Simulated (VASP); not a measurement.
Method: PBEsol GGA, VASP's PBE PAW potentials (set 64) (plane waves; VASP 6.6.1).

A VASP calculation is set up with these files.

### INCAR
```
# general
SYSTEM   =  MgSe
PREC     =  Accurate
ENCUT    =  300
LREAL    =  .False.
LASPH    =  .True.

# electronic loop
EDIFF    =  1E-6
NELM     =  100
ALGO     =  Normal
LMAXMIX  =  4

# smearing
ISMEAR   =  -1
SIGMA    =  0.05

# functional
GGA      =  PS

# ions
ISIF     =  2

# output
LWAVE    =  .False.
LCHARG   =  .False.
```

### POSCAR
```
MgSe
1
    0.0000000000     2.7300000000     2.7300000000
    2.7300000000     0.0000000000     2.7300000000
    2.7300000000     2.7300000000     0.0000000000
Mg Se
1 1
Direct
  0.0000000000   0.0000000000   0.0000000000
  0.5000000000   0.5000000000   0.5000000000
```

File KPOINTS:
```
Automatic mesh
0
Gamma
7 7 7
0 0 0
```

POTCAR, in this order: Mg Se (PBE.64 set). Program: vasp_std.

**Question.** What will the output report for the number of irreducible k-points (NKPTS), largest plane-wave count, number of space-group operations, FFT grid (NGX, NGY, NGZ)?

**Answer.** 
The number of irreducible k-points (NKPTS) is 20. The largest plane-wave count is 531. The number of space-group operations is 48. The FFT grid (NGX, NGY, NGZ) is 24 × 24 × 24.

The structure is a typed MgSe crystal. The cell was not relaxed at this level.
